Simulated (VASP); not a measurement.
```
CaO
1.0
    0.00000     2.38891     2.38891
    2.38891     0.00000     2.38891
    2.38891     2.38891     0.00000
Ca O
1 1
Direct
  0.00000   0.00000   0.00000
  0.50000   0.50000   0.50000
```

These are revTPSS meta-GGA, VASP's PBE PAW potentials (set 64) (plane waves; VASP 6.6.1) values and carry that method's errors. Numerical set-up: 520 eV cut-off, 9×9×9 Γ-centred mesh, Gaussian smearing of 0.050 eV, potentials Ca_sv O.

What does the run give for the energy per atom (σ→0), pressure?

```json
{
  "energy per atom (σ→0)": "-7.385 eV/atom",
  "pressure": "3.64 GPa"
}
```

Only differences to runs with the same potentials and settings are physical.

The compound is CaO in the rock salt structure. This cell is one point of a volume scan, at 0.97 of the reference volume.
